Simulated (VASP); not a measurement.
Crystal: Rh.

```
CELL_PARAMETERS angstrom
0.00000 1.90299 1.90299
1.90299 0.00000 1.90299
1.90299 1.90299 0.00000
ATOMIC_POSITIONS crystal
Rh 0.00000 0.00000 0.00000
```

| Quantity | Value |
| --- | --- |
| Program | VASP 6.6.1 |
| Task | relaxation of cell and atoms |
| Functional | RPBE |
| Potentials or basis | VASP PAW PBE potentials, release 64 (Rh_pv) |
| Cutoff | 600 eV |
| k mesh | 18 × 18 × 18 |
| Occupations | gaussian, width 0.1 eV |
| Spin | no spin polarisation |

At the start: pressure 9.8 GPa; volume 13.78 Å³/atom.

Q: Where does the relaxation end?

A: Over 4 steps the energy falls by 15.3 meV/atom and the volume is 14.31 Å³/atom (+3.8 %); space group Fm-3m (No. 225, to 0.05 Å).

Step by step:
| step | energy change (eV) | largest force (eV/Å) | pressure (GPa) | volume (Å³) |
| --- | --- | --- | --- | --- |
| 1 | 0.0000 | 0.0000 | 9.78 | 13.78 |
| 2 | 0.0504 | 0.0000 | -15.72 | 15.53 |
| 3 | -0.0153 | 0.0000 | -0.25 | 14.32 |
| 4 | -0.0153 | 0.0000 | -0.01 | 14.31 |

Final structure:
```yaml
crystal:
  lattice:
    - [0.00000, 1.92672, 1.92672]
    - [1.92672, 0.00000, 1.92672]
    - [1.92672, 1.92672, 0.00000]
  atoms:
    - { symbol: Rh, position: [0.00000, 0.00000, 0.00000] }
```

Caveat: the PAW data sets were made with another functional, which shifts forces and pressure a little.
